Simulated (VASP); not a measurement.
Data:

```yaml
crystal:
  lattice:
    - [3.37302, 0.00000, 0.00000]
    - [0.00000, 3.37302, 0.00000]
    - [0.00000, 0.00000, 3.37302]
  atoms:
    - { symbol: Mn, position: [0.00000, 0.00000, 0.00000], spin: 4.4 }
    - { symbol: Se, position: [0.50000, 0.50000, 0.50000], spin: 0.1 }
```

These are r2SCAN meta-GGA, VASP's PBE PAW potentials (set 64) (plane waves; VASP) values and carry that method's errors. Run with 400 eV cut-off, 12×12×12 Γ-centred mesh, tetrahedra with Blöchl corrections, potentials Mn_pv Se.

The moments were started parallel, and other spin orders were not tried in this run.

### Question
Give the spin-up energies of bands 5 to 14 at the high-symmetry points, in eV from the Fermi level.

### Answer

| band | Γ | X | M | R |
|---|---|---|---|---|
| 5 | -4.84 | -7.64 | -5.55 | -6.20 |
| 6 | -4.84 | -4.68 | -5.55 | -6.20 |
| 7 | -3.95 | -4.65 | -4.71 | -6.20 |
| 8 | -3.95 | -4.65 | -4.21 | -3.70 |
| 9 | -3.95 | -3.91 | -4.21 | -3.70 |
| 10 | -1.66 | -3.54 | -3.88 | -1.42 |
| 11 | -1.66 | 0.28 | -3.71 | -1.42 |
| 12 | -1.66 | 0.28 | -0.31 | -1.42 |
| 13 | 0.10 | 3.66 | 0.03 | 1.36 |
| 14 | 6.39 | 6.02 | 8.39 | 1.36 |

### Question
Give the spin-down energies of bands 5 to 14 at the high-symmetry points, in eV from the Fermi level.

### Answer

```json
[
 {"band": "5", "Γ": "-1.42", "X": "-6.98", "M": "-5.32", "R": "-4.82"},
 {"band": "6", "Γ": "-1.42", "X": "-1.56", "M": "-5.32", "R": "-4.82"},
 {"band": "7", "Γ": "-1.42", "X": "-1.56", "M": "-0.77", "R": "-4.82"},
 {"band": "8", "Γ": "0.01", "X": "0.59", "M": "0.23", "R": "2.32"},
 {"band": "9", "Γ": "0.01", "X": "1.79", "M": "1.07", "R": "2.32"},
 {"band": "10", "Γ": "1.68", "X": "2.20", "M": "1.07", "R": "2.35"},
 {"band": "11", "Γ": "1.68", "X": "3.09", "M": "1.40", "R": "2.35"},
 {"band": "12", "Γ": "1.68", "X": "3.09", "M": "2.29", "R": "2.35"},
 {"band": "13", "Γ": "1.93", "X": "4.78", "M": "3.16", "R": "3.09"},
 {"band": "14", "Γ": "7.78", "X": "7.24", "M": "9.71", "R": "3.09"}
]
```

It has no gap at this level: it comes out as a metal or semimetal.

The structure was generated: MnSe was put into the CsCl type type (Pm-3m), which need not be its known phase. It was relaxed first.
